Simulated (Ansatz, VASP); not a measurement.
# Cross-check of PtS2 between VASP and Ansatz, part 2 of 2

Aim: how closely do two programs agree when they are given the same cell, functional and k mesh? The cell is taken from a series of runs on this material, whose earlier steps may have relaxed, scaled, displaced or heated it; both programs get it as it stands.

VASP 6.6.1 and Ansatz 0.2.0.

So far: Set-up; VASP: zone-centre phonons, PBE with D3(BJ).

**3. Ansatz: zone-centre phonons, PBE with D3(BJ)**

Level of this step: Ansatz beside VASP: Kohn-Sham DFT, plane waves, PBE with D3(BJ) (Ansatz).

Ansatz runs on its PAW soft_1 files.

The same cell, functional, mesh and smearing now go to Ansatz, which takes its cutoff from its data sets.

Contents of input.yaml:

```yaml
crystal:
  lattice:
    - [3.5830859634, 0.0, 0.0]
    - [-1.7915429817, 3.1030434682, 0.0]
    - [0.0, 0.0, 4.6639029698]
  atoms:
    - { symbol: S, position: [0.3333333333, 0.6666666667, 0.2586451416] }
    - { symbol: S, position: [0.6666666667, 0.3333333333, 0.7413548584] }
    - { symbol: Pt, position: [0.0, 0.0, 0.0] }
kpoints:
  mp_grid: { grid: [12, 12, 8] }
hamiltonian:
  xc: pbe
  dispersion: d3bj
  pseudopotentials: { kind: paw, azcp: { folder: soft_1 } }
scf:
  occupations: { method: gaussian, width: 0.01 }
output:
  eigenvalues: true
phonons:
  method: dfpt
```

Command:

```
> ansatz run input.yaml --threads 4 --pin off --max-ram 10240MiB --backend cpu --events-out ev --progress --plain --runs-dir out
```

Numbers of over 12 decimals in the logs are rounded to 6 here.

What it wrote:

```text
Engine: ansatz 0.2.0, aarch64-unknown-linux-gnu
Pseudopotentials: kind: paw
Pseudopotential: S, paw, valence charge 6, recommended cutoff 420 eV (normal), soft_1/S.paw.azcp
Pseudopotential: Pt, paw, valence charge 18, recommended cutoff 420 eV (normal), soft_1/Pt.paw.azcp
Functional definition: PBE
  parameter kappa = 0.804
  parameter beta = 0.066725
  exchange = pbe_x(kappa = kappa, mu = beta*pi^2/3)
  correlation = pbe_c(beta = beta)
Crystal: 3 atoms, lattice volume = 51.855 Å³
Basis set: ecut = 420 eV, 993 PW (Γ), exchange–correlation on 48×48×64 points (8 copies of the dense FFT grid, shifted against one another)
Bands: 19, of which v1, the nominal top of the filled ones, is band 15 counted from 1 (14 counted from 0)
Symmetry: 12 space group operations
k-points: 320 of 1152 (irreducible under 2 space group operations, time reversal used)
Non-local potential: S, projectors of the file, l = 0: 2, l = 1: 2, l = 2: 1
Non-local potential: Pt, projectors of the file, l = 0: 3, l = 1: 2, l = 2: 2, l = 3: 1
PAW form: soft (Blöchl's): semilocal exchange-correlation on the pseudo side does not see the compensation charge
PAW one-centre angular grid: S, 110 points (default); XC on 64 Gauss nodes
PAW one-centre angular grid: Pt, 590 points (default); XC on 64 Gauss nodes
Initial density: superposition of atomic densities (chi_scale 0.1, normalization cell, long waves kept (reshape's long-wave potential 0.01 eV rms))
Initial wavefunctions: pseudopotential atomic-orbital guess
Functional: x = pbe(κ = 0.804, μ = 0.219515), c = pbe(β = 0.066725)
SCF iter   1: F=—  HF=-14331.672596 eV  |F-HF|=—  |Δ(HF+E_count)|=         —  Δρ=7.85e-2  dr2=2.82e0  ethr=3.10e-3  ⟨swp⟩=6.4  Hψ=33910  notcnv=0
preconditioner: auto → Resta (q_TF=auto, 2.490 Å⁻¹)  ε∞=7.3  [insulator: Δε(μ)=0.737 eV  Ē_g=9.607 eV  σ=0.010 eV  W_gap=1.00  n_scr=20 (ndim 8)  ℏωp=24.2 eV  f_vac=0.000  D(μ)=0.00/eV (n_scr^D=0)  ε∞_Penn≈7.3]
SCF iter   2: F=—  HF=-14331.249472 eV  |F-HF|=—  |Δ(HF+E_count)|=   4.23e-1  Δρ=3.70e-2  dr2=5.69e-1  ethr=3.10e-3  ⟨swp⟩=2.7  Hψ=11671  notcnv=0
SCF iter   3: F=—  HF=-14331.157955 eV  |F-HF|=—  |Δ(HF+E_count)|=   9.15e-2  Δρ=5.12e-3  dr2=8.09e-3  ethr=1.90e-3  ⟨swp⟩=2.6  Hψ=9551  notcnv=0
SCF iter   4: F=—  HF=-14331.159301 eV  |F-HF|=—  |Δ(HF+E_count)|=   1.35e-3  Δρ=7.10e-4  dr2=2.73e-4  ethr=2.70e-5  ⟨swp⟩=2.1  Hψ=12564  notcnv=0
SCF iter   5: F=—  HF=-14331.159522 eV  |F-HF|=—  |Δ(HF+E_count)|=   2.21e-4  Δρ=1.77e-4  dr2=1.81e-5  ethr=9.11e-7  ⟨swp⟩=2.0  Hψ=10925  notcnv=0
SCF iter   6: F=—  HF=-14331.159541 eV  |F-HF|=—  |Δ(HF+E_count)|=   1.94e-5  Δρ=3.94e-5  dr2=7.54e-7  ethr=6.03e-8  ⟨swp⟩=2.0  Hψ=9433  notcnv=0
SCF iter   7: F=—  HF=-14331.159543 eV  |F-HF|=—  |Δ(HF+E_count)|=   2.22e-6  Δρ=6.65e-6  dr2=2.18e-8  ethr=2.51e-9  ⟨swp⟩=2.0  Hψ=9600  notcnv=0
SCF iter   8: F=—  HF=-14331.159543 eV  |F-HF|=—  |Δ(HF+E_count)|=   4.37e-8  Δρ=1.54e-6  dr2=1.70e-9  ethr=7.27e-11  ⟨swp⟩=2.3  Hψ=10560  notcnv=0
SCF iter   9: F=—  HF=-14331.159543 eV  |F-HF|=—  |Δ(HF+E_count)|=   2.22e-9  Δρ=3.43e-7  dr2=7.84e-11  ethr=5.67e-12  ⟨swp⟩=2.0  Hψ=9306  notcnv=0
SCF iter  10: F=-14331.159543 eV  HF=-14331.159543 eV  |F-HF|=7.28e-12  |Δ(HF+E_count)|=  6.18e-11  Δρ=8.36e-8  dr2=2.93e-12  ethr=1.00e-12  ⟨swp⟩=7.0  Hψ=30708  notcnv=0
SCF 1 converged in 10 iterations: F = -14331.159543 eV  dr2 = 2.93e-12
  greatest PAW one-centre occupation: 1.000 electrons in one spin orbital (limit 2), on the Pt atom at site 2 (counted from 0), in its partial waves of l = 0
DFPT response loops at Γ: preconditioner auto → Kerker (q_TF=auto, 2.490 Å⁻¹) (partly filled bands, converged f_vac=0.002); β = 1.00, the filter's whole step (`scf.mixing.beta` (0.50) is not read by the response loops under this deck's `scf.mixing.preconditioner`; to damp them name `kerker` or `kerker_dos`, under which they read `scf.mixing.beta`, and type it under 1.00, their step now; both keys bind the ground state too); Broyden in place of MSR1
SCF converged after 10 iterations
Free energy (F): -14331.159543 eV
Harris-Foulkes:  -14331.159543 eV  (|F-HF|=7.28e-12)
Internal energy: -14331.159543 eV  (E = F + TS)
E sigma→0 (E₀):  -14331.159543 eV
Fermi energy:    12.512888 eV
--- Per-component energies (eV) ---
  E_band       = -287.696047
  E_kinetic    = 806.786913
  E_local      = -2757.268429  (includes V_loc(G=0)·N_el)
  E_nonlocal   = 272.118329
  E_hartree    = 1082.059894
  E_xc         = -410.112929
  E_vxc        = -436.909468  (∫ρ·V_xc dr)
  E_paw        = -10700.484158  (= ΣΔE_a)
  E_vpaw       = -336.544295  (= ΣTr[D̂ρ^β])
  E_aug_tail   = 0.001102  (compensation charges beyond the density's cutoff)
  E_ewald      = -2622.906084
  E_disp       = -1.354182  (pairwise vdW)
  E_smearing   = -0.000000  (= −TS)
  E_closure    = 0.000000  (closes the sum)
  Σ components = -14331.159543   (vs F -14331.159543, Δ=0.00e0)
--- Band table (eV; the first three rows and the last of 320) ---
  k-point 0: bands = [... 11 lower, 9.9526, 10.8349, 10.8349, 12.4857, 13.5988, 13.5988, 16.0318, 17.4210]
  k-point 1: bands = [... 11 lower, 9.9159, 10.7458, 10.7458, 12.1886, 13.7536, 13.7536, 16.2040, 17.7291]
  k-point 2: bands = [... 11 lower, 9.7659, 10.5506, 10.5506, 11.5623, 14.1265, 14.1265, 16.6908, 18.3979]
  k-point 319: bands = [... 11 lower, 8.8793, 9.1590, 9.6204, 10.2247, 13.9125, 14.1400, 18.4830, 18.9691]
--- Phonons (Γ-DFPT): 4 representative perturbations + reference, on 320 of 1152 k-points (Σ response iterations 12) ---
  k mesh reduced under 2 symmetry operations, with k and −k counted as one. Each operation leaves every solved perturbation unchanged. A smaller set is not used because it would not reduce the number of displacements times k-points to solve
  ASR residual: 2.155e-5 → 0.000e0 eV/Å²; symmetrization residual: 4.661e-6 eV/Å²
  pairwise dispersion correction: d3bj (s6 = 1.0, s8 = 0.7875, a1 = 0.4289, a2_bohr = 4.4407), with the weights of each atom's references fixed at the reference crystal's, and the forces and stress that the weights' published response gives there kept as a pressure on the atom's counted neighbours (hamiltonian.dispersion)
  ASR residual per site (eV/Å²): 1.20e-5 1.20e-5 2.15e-5
  Γ frequencies (cm⁻¹): 0.00 0.00 0.00 294.25 294.25 303.11 303.11 320.22 331.69
  non-analytic LO–TO correction: not included (Born effective charges unavailable; polar crystals: no LO–TO splitting at Γ)
```

Reading the cycles: dr2 is the Hartree energy of the density residual (eV), the measure of convergence; HF is the Harris–Foulkes estimate of the energy, which meets the free energy F at convergence.

**4. Differences**

Known differences besides the potentials themselves: the data sets hold 30 valence electrons in Ansatz (on its PAW soft_1 files) and 22 in VASP; the cutoff is 420 eV in Ansatz and 500 eV in VASP; Ansatz takes the dispersion share of the force constants at frozen C6 weights, VASP differentiates the full forces; VASP uses finite displacements, Ansatz perturbation theory. Total energies have different zeros and are not compared.

Both answers:

```tsv
quantity	Ansatz	VASP	difference
optical mode 1 to 2 (cm⁻¹)	294.2	293.2	+0.37 %
optical mode 3 to 4 (cm⁻¹)	303.1	302.5	+0.19 %
optical mode 5 (cm⁻¹)	320.2	320.3	-0.03 %
optical mode 6 (cm⁻¹)	331.7	330.9	+0.23 %
```

Modes are paired by rising frequency, not by their patterns, so a pair may set unlike modes beside each other; they are those without the splitting of longitudinal modes.

**5. Summary of results**

```
r.m.s. difference of the optical zone-centre modes, each program's sorted by frequency (zone-centre phonons, PBE with D3(BJ)) : 0.77 cm⁻¹
```

The r.m.s. difference of the optical zone-centre modes, each program's sorted by frequency is 0.77 cm⁻¹ (zone-centre phonons, PBE with D3(BJ)). The data sets hold unlike numbers of valence electrons (30 in Ansatz and 22 in VASP), so part of the differences comes from the potentials. How closely two codes agree says nothing of how well the functional describes the real material.

[Lines on the potential files, build, host, timing and source positions are cut from VASP's logs without a mark.]

[Logs are printed without paths, hosts, clocks, repeated set-up lines and the standing remarks that a program may print on its own settings, such as how far it seeks lower states.]

[Hosts, paths, dates, database ids (printed as entryN), source tags and the programs' standing remarks are cut or masked in the printed files.]
